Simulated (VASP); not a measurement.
Output of a VASP run:

**OSZICAR**
```
       N       E                     dE             d eps       ncg     rms          rms(c)
DAV:   1    -0.664372849388E+01   -0.66437E+01   -0.44998E-01   421   0.829E+00    0.118E+00
DAV:   2    -0.664130322395E+01    0.24253E-02   -0.56899E-02   441   0.339E+00    0.922E-01
DAV:   3    -0.664045585617E+01    0.84737E-03   -0.84125E-03   476   0.122E+00    0.588E-01
DAV:   4    -0.664052565315E+01   -0.69797E-04   -0.57562E-04   436   0.239E-01    0.343E-01
DAV:   5    -0.664051389737E+01    0.11756E-04   -0.32884E-05   426   0.709E-02    0.201E-01
DAV:   6    -0.664051359462E+01    0.30276E-06   -0.13787E-05   436   0.339E-02    0.121E-01
DAV:   7    -0.664051355377E+01    0.40843E-07   -0.14691E-06   293   0.137E-02
   1 F= -.66405136E+01 E0= -.66405136E+01  d E =-.399721E-11
```

OUTCAR:
```
------------------------ aborting loop because EDIFF is reached ----------------------------------------
  FORCE on cell =-STRESS in cart. coord.  units (eV):
  Direction    XX          YY          ZZ          XY          YZ          ZX
  --------------------------------------------------------------------------------------
  Total        0.7083679      0.7083679      0.7083679      0.0000000      0.0000000     -0.0000000
  in kB       27.4052323     27.4052323     27.4052323      0.0000000      0.0000000     -0.0000000
  external PRESSURE =      27.4052323 kB  Pullay stress =       0.0000000 kB
  volume of cell :       41.41
      direct lattice vectors                 reciprocal lattice vectors
     0.000000000  2.746009241  2.746009241    -0.182082417  0.182082417  0.182082417
     2.746009241  0.000000000  2.746009241     0.182082417 -0.182082417  0.182082417
     2.746009241  2.746009241  0.000000000     0.182082417  0.182082417 -0.182082417
  FREE ENERGIE OF THE ION-ELECTRON SYSTEM (eV)
  ---------------------------------------------------
  free  energy   TOTEN  =        -6.6405135538 eV

  energy  without entropy=       -6.6405135538  energy(sigma->0) =       -6.64051355

  exchange ACFDT corr.  =         0.00000000  see jH, gK, PRB 81, 115126
```
(Selected blocks of OUTCAR.)

File POSCAR:
```
AgCl
1
    0.0000000000     2.7460092415     2.7460092415
    2.7460092415     0.0000000000     2.7460092415
    2.7460092415     2.7460092415     0.0000000000
Ag Cl
1 1
Direct
  0.0000000000   0.0000000000   0.0000000000
  0.5000000000   0.5000000000   0.5000000000
```

### Question
Reconstruct the remaining input files.

### Answer
One answer among several that fit: the input of the run itself, HSE06 screened hybrid, plane waves, VASP's PBE PAW potentials (set 64).

### KPOINTS
```
Automatic mesh
0
Gamma
 6 6 6
```

INCAR:
```
! general
SYSTEM   = AgCl
PREC     = Accurate
ENCUT    = 520
LREAL    = F
LASPH    = T
ISYM     = 3

! electronic loop
EDIFF    = 1E-6
NELM     = 60
ALGO     = Normal
LMAXMIX  = 4

! smearing
ISMEAR   = 0
SIGMA    = 0.05

! functional
GGA      = PE
LHFCALC  = T
AEXX     = 0.25
HFSCREEN = 0.2
PRECFOCK = Fast

! ions
ISIF     = 2

! output
LWAVE    = F
LCHARG   = F
```

POTCAR, in this order: Ag Cl (PBE.64 set). Program: vasp_std. Read from the step before: WAVECAR.

The compound is AgCl in the rock salt structure. This cell is one point of a volume scan, at 0.94 of the reference volume. The cell's shape comes from a PBE relaxation.
